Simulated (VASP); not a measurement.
A convergence study with VASP on Cd (space group P6_3/mmc): one setting is varied, all else stays as given below, so the limit is that of these other settings.

```
Cd
1.0
    1.48553    -2.57301     0.00000
    1.48553     2.57301     0.00000
    0.00000     0.00000     5.60314
Cd
2
Direct
  0.33333   0.66667   0.25000
  0.66667   0.33333   0.75000
```

Level of theory: PBE GGA, VASP's PBE PAW potentials (set 64) (plane waves; VASP 6.6.1). The tightest run used: 450 eV cut-off, 13×13×6 Γ-centred mesh, Gaussian smearing of 0.10 eV, potentials Cd.

| setting | highest Γ mode (cm⁻¹) | plane waves |
|---|---|---|
| ENCUT = 150 | 130.2 | 189 |
| ENCUT = 180 | 43.8 | 247 |
| ENCUT = 210 | 126.2 | 313 |

Q: These are the cheaper rows. Estimate the results at ENCUT = 450, and how far the last row shown lies from them.

A: 
| quantity | tightest run | last row shown is off by |
|---|---|---|
| highest Γ mode (cm⁻¹) | 103.1 | 23.1 |

Left out are rungs that failed or repeat a setting and relaxations that didn't move; long series are thinned to 24 rows.

The structure is a typed Cd crystal (space group no. 194). The cell was not relaxed at this level.
